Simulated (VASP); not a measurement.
Consider the following.

```yaml
crystal:
  lattice:
    - [0.00000, 2.22159, 2.22159]
    - [2.22159, 0.00000, 2.22159]
    - [2.22159, 2.22159, 0.00000]
  atoms:
    - { symbol: Al, position: [0.00000, 0.00000, 0.00000] }
    - { symbol: N, position: [0.25000, 0.25000, 0.25000] }
```

Method: PW91 GGA, VASP's PBE PAW potentials (set 64) (plane waves; VASP 6.6.1). Settings: 520 eV cut-off, 10×10×10 Γ-centred mesh, Gaussian smearing of 0.050 eV, potentials Al N.

### Question
Give the stress tensor in GPa (positive for a compressed cell).

### Answer

```
-5.44   0.00   0.00
 0.00  -5.44   0.00
 0.00   0.00  -5.44
```
The pressure is its mean diagonal, -5.44 GPa.

The compound is AlN in the zinc blende structure, a metastable form; wurtzite is the usual one. This cell is one point of a volume scan, at 1.03 of the reference volume.
